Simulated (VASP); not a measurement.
Calculation: LDA (Ceperley-Alder, Perdew-Zunger), VASP's LDA PAW potentials (set 64) (plane waves; VASP 6.6.1).

Input for VASP

### POSCAR
```
CrPbO3
1
    3.7097300000     0.0000000000     0.0000000000
    0.0000000000     3.7097300000     0.0000000000
    0.0000000000     0.0000000000     3.7097300000
Pb Cr O
1 1 3
Direct
 -0.0002740000  -0.0138670000  -0.0031280000
  0.4931330000   0.4921480000   0.5009450000
 -0.0017510000   0.5075210000   0.5184960000
  0.4967880000   0.5154970000  -0.0079410000
  0.5121040000  -0.0012980000   0.4916270000
```

KPOINTS:
```
Automatic mesh
0
Gamma
5 5 5
0 0 0
```

### INCAR
```
SYSTEM = CrPbO3
PREC = Accurate
ENCUT = 400
EDIFF = 1E-6
NELM = 100
ALGO = Normal
LREAL = .FALSE.
LASPH = .TRUE.
ISMEAR = -1
SIGMA = 0.05
LMAXMIX = 4
LWAVE = .FALSE.
LCHARG = .FALSE.
ISIF = 2
ISPIN = 2
MAGMOM = 0.0 3.0 0.0 0.0 0.0
LORBIT = 11
```

POTCAR, in this order: Pb_d Cr_pv O (LDA.64 set). Program: vasp_std.

The run wrote:

**OSZICAR**
```
       N       E                     dE             d eps       ncg     rms          rms(c)
DAV:   1     0.497687336267E+03    0.49769E+03   -0.20039E+04  7200   0.163E+03
DAV:   2     0.794588762850E+01   -0.48974E+03   -0.46287E+03  7568   0.482E+02
DAV:   3    -0.469956833484E+02   -0.54942E+02   -0.53476E+02  8432   0.176E+02
DAV:   4    -0.488670347831E+02   -0.18714E+01   -0.18586E+01  8176   0.333E+01
DAV:   5    -0.489444462613E+02   -0.77411E-01   -0.77303E-01  9548   0.692E+00    0.303E+01
DAV:   6    -0.442416567947E+02    0.47028E+01   -0.93672E+01  8976   0.758E+01    0.275E+01
DAV:   7    -0.411152690835E+02    0.31264E+01   -0.68506E+01  7544   0.829E+01    0.131E+01
DAV:   8    -0.400816720388E+02    0.10336E+01   -0.35136E+00  7336   0.157E+01    0.557E+00
DAV:   9    -0.397194837976E+02    0.36219E+00   -0.14592E+00  8908   0.971E+00    0.158E+00
DAV:  10    -0.397242710079E+02   -0.47872E-02   -0.10307E-01  8344   0.233E+00    0.868E-01
DAV:  11    -0.397245128844E+02   -0.24188E-03   -0.27571E-02  9948   0.156E+00    0.990E-01
DAV:  12    -0.397238300178E+02    0.68287E-03   -0.13680E-03  8416   0.260E-01    0.931E-01
DAV:  13    -0.397210090332E+02    0.28210E-02   -0.11014E-03  8964   0.284E-01    0.599E-01
DAV:  14    -0.397186803829E+02    0.23287E-02   -0.74087E-03  9232   0.793E-01    0.176E-01
DAV:  15    -0.397186094722E+02    0.70911E-04   -0.54326E-04  9332   0.160E-01    0.908E-02
DAV:  16    -0.397185819166E+02    0.27556E-04   -0.91479E-05 10276   0.673E-02    0.710E-02
DAV:  17    -0.397185610219E+02    0.20895E-04   -0.45512E-05  8964   0.491E-02    0.139E-02
DAV:  18    -0.397185625736E+02   -0.15517E-05   -0.55397E-06  7056   0.187E-02    0.140E-02
DAV:  19    -0.397185618213E+02    0.75229E-06   -0.10505E-06  4608   0.105E-02
   1 F= -.39718562E+02 E0= -.39693058E+02  d E =-.510085E-01  mag=     1.2547
```

**OUTCAR**
```
------------------------ aborting loop because EDIFF is reached ----------------------------------------
  FORCE on cell =-STRESS in cart. coord.  units (eV):
  Direction    XX          YY          ZZ          XY          YZ          ZX
  --------------------------------------------------------------------------------------
  Total        2.9519130      2.6992183      2.9151771     -0.0636792      0.0756638     -0.0075570
  in kB       92.6375865     84.7074640     91.4847318     -1.9983961      2.3744993     -0.2371560
  external PRESSURE =      89.6099274 kB  Pullay stress =       0.0000000 kB
  volume of cell :       51.05
      direct lattice vectors                 reciprocal lattice vectors
     3.709730000  0.000000000  0.000000000     0.269561397  0.000000000  0.000000000
     0.000000000  3.709730000  0.000000000     0.000000000  0.269561397  0.000000000
     0.000000000  0.000000000  3.709730000     0.000000000  0.000000000  0.269561397
 POSITION                                       TOTAL-FORCE (eV/Angst)
 -----------------------------------------------------------------------------------
      3.70871      3.65829      3.69813        -0.105064      0.074470      0.051726
      1.82939      1.82574      1.85837         0.422557      0.360956     -0.345533
      3.70323      1.88277      1.92348         0.004225     -0.222377     -0.508027
      1.84295      1.91235      3.68027         0.008774     -0.369326      0.726786
      1.89977      3.70491      1.82380        -0.330493      0.156277      0.075048
 -----------------------------------------------------------------------------------
    total drift:                                0.000578      0.000106      0.001396
  FREE ENERGIE OF THE ION-ELECTRON SYSTEM (eV)
  ---------------------------------------------------
  free  energy   TOTEN  =       -39.7185618213 eV

  energy  without entropy=      -39.6675532980  energy(sigma->0) =      -39.69305756

 total charge

# of ion       s       p       d       tot
------------------------------------------
    1        1.533   0.436   9.889  11.858
    2        0.374   6.542   4.251  11.167
    3        1.590   3.477   0.000   5.067
    4        1.590   3.478   0.000   5.068
    5        1.590   3.475   0.000   5.065
--------------------------------------------------
tot          6.678  17.408  14.140  38.226

 magnetization (x)

# of ion       s       p       d       tot
------------------------------------------
    1       -0.010   0.012   0.000   0.002
    2        0.005   0.006   1.117   1.128
    3        0.000   0.015   0.000   0.015
    4        0.000   0.014   0.000   0.014
    5        0.000   0.017   0.000   0.017
--------------------------------------------------
tot         -0.004   0.064   1.117   1.176
```
(Selected blocks of OUTCAR.)

At this cut-off the stress carries a Pulay error, which pulls relaxed volumes low. The moments were started parallel, and other spin orders were not tried in this run.

The structure was generated: CrPbO3 was put into an ordered model structure, which need not be its known phase. The cell was not relaxed at this level, atoms are displaced from their ideal sites. The k-mesh is coarse (spacing up to 0.34 per Å, 2π included), so the numbers may not be converged in it.
